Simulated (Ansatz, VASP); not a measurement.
# One calculation of CuAs, two programs

Contents of INCAR:

```
SYSTEM = CuAs
PREC     = Accurate       ! precision mode
ENCUT    = 520            ! plane-wave cutoff, eV
EDIFF    = 1E-6           ! SCF threshold, eV
ISMEAR   = 0              ! smearing method
SIGMA    = 0.15           ! smearing width, eV
LREAL    = .False.        ! projectors in reciprocal space
LASPH    = .True.         ! aspherical terms in the spheres
NELM     = 60             ! most SCF steps
ALGO     = Normal         ! electronic algorithm
ISIF     = 2              ! what is computed and relaxed
LWAVE    = .False.        ! write WAVECAR
LCHARG   = .False.        ! write CHGCAR
GGA      = CA             ! functional
NBANDS   = 24             ! bands
```

File KPOINTS:

```
Automatic mesh
0
Gamma
  12 12 8
  0 0 0
```

Contents of POSCAR:

```
CuAs
1.0
    3.6915000000      0.0000000000      0.0000000000
   -1.8457500000      3.1969327781      0.0000000000
    0.0000000000      0.0000000000      4.9876000000
Cu As
2 2
Direct
    0.0000000000      0.0000000000      0.5000000000
    0.0000000000      0.0000000000      0.0000000000
    0.6666666667      0.3333333333      0.7500000000
    0.3333333333      0.6666666667      0.2500000000
```

Input for Ansatz:

```yaml
crystal:
  lattice:
    - [3.6915, 0.0, 0.0]
    - [-1.84575, 3.1969327781, 0.0]
    - [0.0, 0.0, 4.9876]
  atoms:
    - { symbol: Cu, position: [0.0, 0.0, 0.5] }
    - { symbol: Cu, position: [0.0, 0.0, 0.0] }
    - { symbol: As, position: [0.6666666667, 0.3333333333, 0.75] }
    - { symbol: As, position: [0.3333333333, 0.6666666667, 0.25] }
basis:
  ecutwfc: 520.0
kpoints:
  mp_grid: { grid: [12, 12, 8] }
hamiltonian:
  xc: lda
scf:
  occupations: { method: gaussian, width: 0.15 }
output:
  forces: true
  stress: true
  eigenvalues: true
```

Alike in both runs: task single point; functional LDA; k mesh 12 × 12 × 8; occupations gaussian, width 0.15 eV; no spin polarisation.

|  | VASP | Ansatz |
| --- | --- | --- |
| version | VASP 6.6.1 | Ansatz 0.2.0 |
| potentials or method | VASP PAW LDA potentials, release 64 (Cu, As) | scalar-relativistic, plane waves, PAW |
| plane-wave cutoff (eV) | 520 | 520 |
| valence electrons in the cell | 32 | 68 |

Ansatz gave:

| Property | Result |
| --- | --- |
| gap on the k mesh at the Fermi level (eV) | none |
| pressure (GPa) | 2.9 |
| largest component of the traceless stress (GPa) | 3.78 |

Q: Which values does VASP return?

A: gap on the k mesh at the Fermi level (eV): none; pressure (GPa): 3.4; largest component of the traceless stress (GPa): 3.74.

A gap of «none» marks a metal or a gap that the smearing closes. The two sets of potentials don't hold the same shells in valence.
